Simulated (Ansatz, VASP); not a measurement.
# TiO2 (Anatase) in two plane-wave programs, part 2 of 2

One calculation is typed for both programs; each brings its own data sets. How far apart do they land? The cell is taken from a series of runs on this material, whose earlier steps may have relaxed, scaled, displaced or heated it; both programs get it as it stands.

VASP 6.6.1 and Ansatz 0.2.0.

So far: The starting structure; Ansatz: single point, HSE06.

### 3. VASP: single point, HSE06

Level of this step: HSE06, no spin polarisation; plane waves and PAW (Ti_sv, O) (VASP).

The same cell, functional and mesh now go to VASP, with its own data sets.

Lines of VASP's logs that name or quote its potential files are left out, and so is its time.

The run reads the wave functions of an earlier VASP run, which isn't shown here.

File INCAR:

```
SYSTEM = TiO2
PREC = Accurate
ENCUT = 520
EDIFF = 1E-06
NELM = 100
ISMEAR = 0
SIGMA = 0.01
LREAL = .FALSE.
ALGO = Normal
LHFCALC = .TRUE.
AEXX = 0.25
GGA = PE
HFSCREEN = 0.208
LASPH = .TRUE.
NBANDS = 30
PRECFOCK = Fast
LORBIT = 11
LWAVE = .FALSE.
LCHARG = .FALSE.
KPAR = 16
ISIF = 2
```

File POSCAR:

```
TiO2
1.0
   -1.9677840000      1.9677840000      4.9475920000
    1.9677840000     -1.9677840000      4.9475920000
    1.9677840000      1.9677840000     -4.9475920000
Ti O
2 4
Direct
    0.0000000000      0.0000000000      0.0000000000
    0.7500000000      0.2500000000      0.5000000000
    0.2037256247      0.2037256247      0.0000000000
    0.9537256247      0.4537256247      0.5000000000
    0.5462743753      0.0462743753      0.5000000000
    0.7962743753      0.7962743753      0.0000000000
```

File KPOINTS:

```
Automatic mesh
0
Gamma
6 6 6
0 0 0
```

PAW data sets: Ti_sv and O (PBE family, release 64).

Launch:

```sh
$ mpirun -np 16 vasp_std
```

Numbers of over 12 decimals in the logs are rounded to 6 here.

Log:

```text
[banner, memory and clock lines left out]
running   16 mpi-ranks, on    1 nodes
 distrk:  each k-point on    1 cores,   16 groups
 distr:  one band on    1 cores,    1 groups

 POSCAR found type information on POSCAR TiO
 POSCAR found :  2 types and       6 ions
|                                                                             |
|           W    W    AA    RRRRR   N    N  II  N    N   GGGG   !!!           |
|           W    W   A  A   R    R  NN   N  II  NN   N  G    G  !!!           |
|           W    W  A    A  R    R  N N  N  II  N N  N  G       !!!           |
|           W WW W  AAAAAA  RRRRR   N  N N  II  N  N N  G  GGG   !            |
|           WW  WW  A    A  R   R   N   NN  II  N   NN  G    G                |
|           W    W  A    A  R    R  N    N  II  N    N   GGGG   !!!           |
|                                                                             |
|     For optimal performance we recommend to set                             |
|       NCORE = 2 up to number-of-cores-per-socket                            |
|     NCORE specifies how many cores store one orbital (NPAR=cpu/NCORE).      |
|     This setting can greatly improve the performance of VASP for DFT.       |
|     The default, NCORE=1 might be grossly inefficient on modern             |
|     multi-core architectures or massively parallel machines. Do your        |
|     Unfortunately you need to use the default for GW and RPA                |
|     calculations (for HF NCORE is supported but not extensively tested      |
|     yet).                                                                   |
|                                                                             |

 LDA part: xc-table for (Slater+PW92), standard interpolation
 found WAVECAR, reading the header
 POSCAR, INCAR and KPOINTS ok, starting setup
 FFT: planning ... GRIDC
 FFT: planning ... GRID_SOFT
 FFT: planning ... GRID
 reading WAVECAR
 the WAVECAR file was read successfully
 initial charge from wavefunction
 entering main loop
       N       E                     dE             d eps       ncg     rms          rms(c)
DAV:   1    -0.661348115640E+02   -0.66135E+02   -0.32943E+00  1824   0.158E+01    0.433E+00
DAV:   2    -0.658058747375E+02    0.32894E+00   -0.94673E-01  2096   0.122E+01    0.127E+00
DAV:   3    -0.658477623118E+02   -0.41888E-01   -0.26453E-01  2508   0.373E+00    0.121E+00
DAV:   4    -0.658323291120E+02    0.15433E-01   -0.66345E-02  2324   0.243E+00    0.418E-01
DAV:   5    -0.658356372795E+02   -0.33082E-02   -0.11144E-02  2028   0.616E-01    0.261E-01
DAV:   6    -0.658348207904E+02    0.81649E-03   -0.24970E-03  2140   0.512E-01    0.127E-01
DAV:   7    -0.658350457397E+02   -0.22495E-03   -0.60857E-04  2040   0.157E-01    0.100E-01
DAV:   8    -0.658350232443E+02    0.22495E-04   -0.19789E-04  2278   0.162E-01    0.493E-02
DAV:   9    -0.658350456234E+02   -0.22379E-04   -0.32999E-05  1996   0.465E-02    0.289E-02
DAV:  10    -0.658350489639E+02   -0.33405E-05   -0.94043E-06  2332   0.292E-02    0.177E-02
DAV:  11    -0.658350525660E+02   -0.36020E-05   -0.27641E-06  1916   0.126E-02    0.116E-02
DAV:  12    -0.658350539770E+02   -0.14110E-05   -0.73172E-07  1212   0.104E-02    0.705E-03
DAV:  13    -0.658350547633E+02   -0.78632E-06   -0.50682E-07  1176   0.613E-03
   1 F= -.65835055E+02 E0= -.65835055E+02  d E =-.181313E-46
```

Parts of OUTCAR (step 3):

```text
ion  position               nearest neighbor table
   1  0.000  0.000  0.000-   3 2.02   6 2.02   4 2.02   5 2.02   5 2.02   4 2.02
   2  0.750  0.250  0.500-   4 2.02   5 2.02   6 2.02   3 2.02   6 2.02   3 2.02
   3  0.204  0.204  0.000-   1 2.02   2 2.02   2 2.02
   4  0.954  0.454  0.500-   2 2.02   1 2.02   1 2.02
   5  0.546  0.046  0.500-   2 2.02   1 2.02   1 2.02
   6  0.796  0.796  0.000-   1 2.02   2 2.02   2 2.02

  LATTYP: Found a body centered tetragonal cell.
 ALAT       =     3.9355680000
 C/A-ratio  =     2.5142962846

 Subroutine GETGRP returns: Found 16 space group operations
 (whereof  8 operations were pure point group operations)

The static configuration has the point symmetry D_2d.
 The point group associated with its full space group is D_4h.

 Found     30 irreducible k-points:

   k-points           NKPTS =     30   k-points in BZ     NKDIM =    216   number of bands    NBANDS=     30

   dimension x,y,z NGX =    42 NGY =   42 NGZ =   42
   dimension x,y,z NGXF=    84 NGYF=   84 NGZF=   84

   ENCUT  =  520.0 eV  38.22 Ry    6.18 a.u.  10.55 10.55 10.55*2*pi/ulx,y,z

   NELECT =      48.0000    total number of electrons

 k-points in reciprocal lattice and weights: Automatic mesh
   0.00000000  0.00000000  0.00000000       0.005
   0.16666667 -0.00000000  0.00000000       0.037
   0.33333333 -0.00000000  0.00000000       0.037
   0.50000000 -0.00000000  0.00000000       0.019
   0.16666667  0.16666667  0.00000000       0.037
   0.33333333  0.16666667  0.00000000       0.074
   0.50000000  0.16666667  0.00000000       0.074
  -0.33333333  0.16666667 -0.00000000       0.074
  -0.16666667  0.16666667  0.00000000       0.019
[...]
-0.33333333 -0.33333333  0.33333333       0.009
   0.50000000  0.50000000  0.50000000       0.005

  exchange ACFDT corr.  =         0.00000000  see jH, gK, PRB 81, 115126

 average (electrostatic) potential at core
       1 -73.9351       2 -73.9351       3 -64.9635       4 -64.9635       5 -64.9635
       6 -64.9635

 E-fermi :   1.4056

 k-point     1 :       0.0000    0.0000    0.0000
  band No.  band energies     occupation
    ...
     20       0.5572      2.00000
     21       0.6183      2.00000
     22       0.6183      2.00000
     23       1.0291      2.00000
     24       1.0291      2.00000
     25       4.7231      0.00000
     26       5.4180      0.00000
     27       6.6005      0.00000
     28       6.6005      0.00000
     29       6.6127      0.00000
    ...

 k-point     2 :       0.1667   -0.0000    0.0000
  band No.  band energies     occupation
    ...
     20       0.0502      2.00000
     21       0.4887      2.00000
     22       0.6066      2.00000
     23       0.7296      2.00000
     24       0.9964      2.00000
     25       5.1760      0.00000
     26       5.5131      0.00000
     27       5.9838      0.00000
     28       6.2329      0.00000
     29       6.5249      0.00000
    ...

 k-point     3 :       0.3333   -0.0000    0.0000
  band No.  band energies     occupation
    ...
     20      -0.4921      2.00000
     21      -0.0515      2.00000
     22       0.5460      2.00000
     23       0.6294      2.00000
     24       0.8056      2.00000
     25       5.6055      0.00000
     26       5.8330      0.00000
     27       5.9786      0.00000
     28       6.1110      0.00000
     29       6.5128      0.00000
    ...

  Total      -10.2125130    -10.2125130     -9.0676041      0.0000000      0.0000000      0.0000000
  in kB     -213.5179955   -213.5179955   -189.5808273      0.0000000      0.0000000      0.0000000
  external PRESSURE =    -205.5389394 kB  Pullay stress =       0.0000000 kB

  energy-cutoff  :      520.00
  volume of cell :       76.63
      direct lattice vectors                 reciprocal lattice vectors
    -1.967784000  1.967784000  4.947592000     0.000000000  0.254092929  0.101059263
     1.967784000 -1.967784000  4.947592000     0.254092929  0.000000000  0.101059263
     1.967784000  1.967784000 -4.947592000     0.254092929  0.254092929  0.000000000

 POSITION                                       TOTAL-FORCE (eV/Angst)
 -----------------------------------------------------------------------------------
      0.00000      0.00000      0.00000         0.000000      0.000000     -0.000000
      0.00000      1.96778      2.47380         0.000000      0.000000     -0.000000
      0.00000      0.00000      2.01590        -0.000000      0.000000     -0.245504
     -0.00000      1.96778      4.48970         0.000000     -0.000000     -0.245504
      0.00000      1.96778      0.45789         0.000000     -0.000000      0.245504
      0.00000      0.00000      7.87928        -0.000000      0.000000      0.245504
 -----------------------------------------------------------------------------------
    total drift:                               -0.000000     -0.000001     -0.000000

  FREE ENERGIE OF THE ION-ELECTRON SYSTEM (eV)
  ---------------------------------------------------
  free  energy   TOTEN  =       -65.8350547633 eV

  energy  without entropy=      -65.8350547633  energy(sigma->0) =      -65.83505476

 total charge
# of ion       s       p       d       tot
------------------------------------------
    1        2.200   6.249   1.486   9.936
    2        2.200   6.249   1.486   9.936
    3        1.568   3.492   0.000   5.060
    4        1.568   3.492   0.000   5.060
    5        1.568   3.492   0.000   5.060
    6        1.568   3.492   0.000   5.060
--------------------------------------------------
tot         10.674  26.468   2.972  40.114

[... 3 further parts left out ...]
```

This run has no spin polarisation, so a moment on Ti, if there is one, isn't seen.

### 4. Differences

Known differences besides the potentials themselves: exact exchange at q = 0 is treated differently, which shows on coarse meshes; VASP keeps PBE cores, Ansatz makes them for the functional; fixed occupations in Ansatz, narrow Gaussian smearing in VASP; the cutoff is 420 eV in Ansatz and 520 eV in VASP; VASP takes a coarser grid for exact exchange (PRECFOCK = Fast). Total energies have different zeros and are not compared.

Both answers:

```csv
quantity,Ansatz,VASP,difference
gap on the k mesh (eV),3.446,3.416,+0.030
```

A gap on the mesh is an upper bound, since the band edges may lie between its points.

### 5. Outcome

| Quantity | Value |
| --- | --- |
| difference in gap on the k mesh (single point, HSE06) | 0.030 eV |

**Reading.** The difference in gap on the k mesh is 0.030 eV (single point, HSE06), within the 0.08 eV picked in this series as the mark of a large difference. How closely two codes agree says nothing of how well the functional describes the real material.

[Lines on the potential files, build, host, timing and source positions are cut from VASP's logs without a mark.]

[Logs are printed without paths, hosts, clocks, repeated set-up lines and the standing remarks that a program may print on its own settings, such as how far it seeks lower states.]

[Hosts, paths, dates, database ids (printed as entryN), source tags and the programs' standing remarks are cut or masked in the printed files.]
